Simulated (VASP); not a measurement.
Level of theory: PBE GGA with spin-orbit coupling, VASP's PBE PAW potentials (set 64) (plane waves; VASP 6.6.1).

The input files of a VASP run:

INCAR:
```
! general
SYSTEM      =  Ni3Fe
PREC        =  Accurate
ENCUT       =  400
LREAL       =  .FALSE.
LASPH       =  .TRUE.

! electronic loop
EDIFF       =  1E-6
NELM        =  100
ALGO        =  Normal
LMAXMIX     =  4

! smearing
ISMEAR      =  1
SIGMA       =  0.1

! functional
GGA         =  PE
GGA_COMPAT  =  .FALSE.

! spin
MAGMOM      =  2*0 3.0 2*0 0.7 2*0 0.7 2*0 0.7
LSORBIT     =  .TRUE.

! ions
ISIF        =  2

! output
LWAVE       =  .FALSE.
LCHARG      =  .FALSE.
LORBIT      =  10
```

KPOINTS:
```
Automatic mesh
0
Gamma
8 8 8
0 0 0
```

File POSCAR:
```
Ni3Fe
1.0
  3.5500000000   0.0000000000   0.0000000000
  0.0000000000   3.5500000000   0.0000000000
  0.0000000000   0.0000000000   3.5500000000
Fe Ni
1 3
Cartesian
  0.0000000000   0.0000000000   0.0000000000
  0.0000000000   1.7750000000   1.7750000000
  1.7750000000   0.0000000000   1.7750000000
  1.7750000000   1.7750000000   0.0000000000
```

POTCAR, in this order: Fe Ni (PBE.64 set). Program: vasp_ncl.

Problem. What does the run give for the energy per atom (σ→0), pressure, band gap (on the k-mesh)?

Solution. 
- energy per atom (σ→0): -6.257 eV/atom
- band gap (on the k-mesh): none (metal, semimetal or under 0.01 eV)
- pressure: -1.50 GPa

### OSZICAR
```
...
DAV:  41    -0.250286438102E+02    0.31193E-05   -0.82469E-05  9400   0.761E-02    0.323E-03
DAV:  42    -0.250286432025E+02    0.60765E-06   -0.37742E-05  9420   0.505E-02    0.341E-03
DAV:  43    -0.250286434615E+02   -0.25898E-06   -0.36590E-05  9420   0.496E-02    0.372E-03
DAV:  44    -0.250286427422E+02    0.71932E-06   -0.21080E-05  9384   0.379E-02    0.331E-03
DAV:  45    -0.250286429343E+02   -0.19210E-06   -0.19868E-05  9372   0.347E-02    0.204E-03
DAV:  46    -0.250286420495E+02    0.88484E-06   -0.12679E-05  9380   0.289E-02    0.209E-03
DAV:  47    -0.250286418836E+02    0.16585E-06   -0.33245E-06  9384   0.161E-02
   1 F= -.25028642E+02 E0= -.25028289E+02  d E =-.105958E-02  mag=    -0.0000    -0.0000     4.8187
```

The compound is Ni3Fe in the L1_2 structure. The cell was not relaxed at this level. The run is one of a series of settings (GGA_COMPAT = .FALSE., ISPIN removed, LSORBIT = .TRUE., MAGMOM = 0 0 3.0 0 0 0.7 0 0 0.7 0 0 0.7, program vasp_ncl against the base run), some of them coarse on purpose.
